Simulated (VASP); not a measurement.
Computed with PBEsol GGA, VASP's PBE PAW potentials (set 64) (plane waves; VASP).

VASP input:

INCAR:
```
LREAL = .False.   ! projection in real space or not
EDIFF = 1E-6
PSTRESS = 50
LWAVE = .False.
ISIF = 3
SYSTEM = BN
IBRION = 2   ! conjugate gradients
GGA = PS
ALGO = Normal   ! blocked Davidson
SIGMA = 0.05
EDIFFG = -0.02   ! ionic stop
PREC = Accurate
ISMEAR = 0
LASPH = .True.
NSW = 40   ! most ionic steps
LCHARG = .False.
ENCUT = 620   ! plane-wave cut-off (eV)
NELM = 100   ! most electronic steps
```

**POSCAR**
```
BN
1
    2.4728569009    -0.0000000000     0.0000000000
   -1.2364284504     2.1415568196     0.0000000000
    0.0000000000     0.0000000000     3.9867645105
B N
2 2
Direct
  0.0000000000   0.0000000000   0.0000000000
  0.0000000000   0.0000000000   0.5000000000
  0.3333330000   0.6666670000   0.2500000000
  0.6666670000   0.3333330000   0.7500000000
```

File KPOINTS:
```
Automatic mesh
0
Gamma
10 10 6
0 0 0
```

POTCAR, in this order: B N (PBE.64 set). Program: vasp_std.

The run wrote:

### OSZICAR
```
       N       E                     dE             d eps       ncg     rms          rms(c)
DAV:   1     0.647018853173E+02    0.64702E+02   -0.10139E+04  1352   0.155E+03
DAV:   2    -0.286882054748E+02   -0.93390E+02   -0.85585E+02  1956   0.321E+02
DAV:   3    -0.313532654340E+02   -0.26651E+01   -0.26457E+01  1792   0.530E+01
DAV:   4    -0.313751996977E+02   -0.21934E-01   -0.21894E-01  1748   0.465E+00
DAV:   5    -0.313754808846E+02   -0.28119E-03   -0.28111E-03  1664   0.474E-01    0.853E+00
DAV:   6    -0.299213054822E+02    0.14542E+01   -0.46490E+00  1780   0.186E+01    0.344E+00
DAV:   7    -0.299008778446E+02    0.20428E-01   -0.18129E-01  1648   0.455E+00    0.226E+00
DAV:   8    -0.298921299912E+02    0.87479E-02   -0.13407E-02  1640   0.118E+00    0.277E-01
DAV:   9    -0.298915342182E+02    0.59577E-03   -0.14715E-03  1784   0.438E-01    0.672E-02
DAV:  10    -0.298915461687E+02   -0.11950E-04   -0.12092E-04  1648   0.106E-01    0.155E-02
DAV:  11    -0.298915449310E+02    0.12377E-05   -0.13488E-05  1752   0.328E-02    0.288E-03
DAV:  12    -0.298915448817E+02    0.49305E-07   -0.71298E-07  1024   0.863E-03
   1 F= -.29232661E+02 E0= -.29232661E+02  d E =-.292327E+02
```

File OUTCAR:
```
------------------------ aborting loop because EDIFF is reached ----------------------------------------
  FORCE on cell =-STRESS in cart. coord.  units (eV):
  Direction    XX          YY          ZZ          XY          YZ          ZX
  --------------------------------------------------------------------------------------
  Total        0.6377672      0.6377672      0.6994217      0.0000000      0.0000000      0.0000000
  in kB       48.3975762     48.3975727     53.0762880      0.0000000      0.0000000      0.0000000
  external PRESSURE =      -0.0428544 kB  Pullay stress =      50.0000000 kB
  volume of cell :       21.11
      direct lattice vectors                 reciprocal lattice vectors
     2.472856901  0.000000000  0.000000000     0.404390565  0.233475010  0.000000000
    -1.236428450  2.141556820  0.000000000     0.000000000  0.466950020  0.000000000
     0.000000000  0.000000000  3.986764511     0.000000000  0.000000000  0.250829964
  FREE ENERGIE OF THE ION-ELECTRON SYSTEM (eV)
  ---------------------------------------------------
  free  energy   TOTEN  =       -29.8915448817 eV

  energy  without entropy=      -29.8915448817  energy(sigma->0) =      -29.89154488
  enthalpy is  TOTEN    =       -29.2326614415 eV   P V=        0.6588834401

 reached required accuracy - stopping structural energy minimisation
```
(Selected blocks of OUTCAR.)

The structure was generated: BN was put into the NiAs type type (P6_3/mmc), which need not be its known phase. It was relaxed first under an external pressure of 5 GPa.
